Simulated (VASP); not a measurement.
An input for Quantum ESPRESSO's pw.x (written as the equivalent of a VASP run, and not itself run):

```
&CONTROL
  calculation = 'scf'
  pseudo_dir = './pseudo'
  outdir = './out'
  tprnfor = .true.
  tstress = .true.
/
&SYSTEM
  ibrav = 0
  nat = 2
  ntyp = 2
  ecutwfc = 84
  occupations = 'tetrahedra'
  input_dft = 'pw91'
/
&ELECTRONS
  conv_thr = 7.3e-09
  electron_maxstep = 100
/
ATOMIC_SPECIES
  Hf 178.490 Hf.upf
  N 14.007 N.upf
CELL_PARAMETERS angstrom
    -0.0000000    2.2691468    2.2691468
     2.2691468    0.0000000    2.2691468
     2.2691468    2.2691468    0.0000000
ATOMIC_POSITIONS crystal
  Hf   0.0000000  0.0000000  0.0000000
  N    0.5000000  0.5000000  0.5000000
K_POINTS automatic
  15 15 15 0 0 0
```

Q: Write the VASP files for the same calculation (PW91).

A: Several could match; the one computed here: 
KPOINTS:
```
K-points
0
gamma
 15 15 15
0 0 0
```

INCAR:
```
ALGO  =  Normal
EDIFF  =  1E-7
ENCUT  =  520
GGA  =  91
ISIF  =  2
ISMEAR  =  -5
LASPH  =  .True.
LCHARG  =  .True.
LMAXMIX  =  6
LORBIT  =  11
LREAL  =  .False.
LWAVE  =  .False.
NEDOS  =  601
NELM  =  100
PREC  =  Accurate
SYSTEM  =  HfN
```

**POSCAR**
```
HfN
1
   -0.0000000000     2.2691468241     2.2691468241
    2.2691468241     0.0000000000     2.2691468241
    2.2691468241     2.2691468241     0.0000000000
Hf N
1 1
Direct
  0.0000000000   0.0000000000   0.0000000000
  0.5000000000   0.5000000000   0.5000000000
```

POTCAR, in this order: Hf_pv N (PBE.64 set). Program: vasp_std.

What does not carry over: the potentials are each code's own (VASP's PAW set, PseudoDojo norm-conserving files in pw.x), so ENCUT and ecutwfc are chosen apart and not converted; conv_thr bounds pw.x's estimated SCF error, while EDIFF bounds the energy change between steps.

The compound is HfN in the rock salt structure. It was relaxed first.
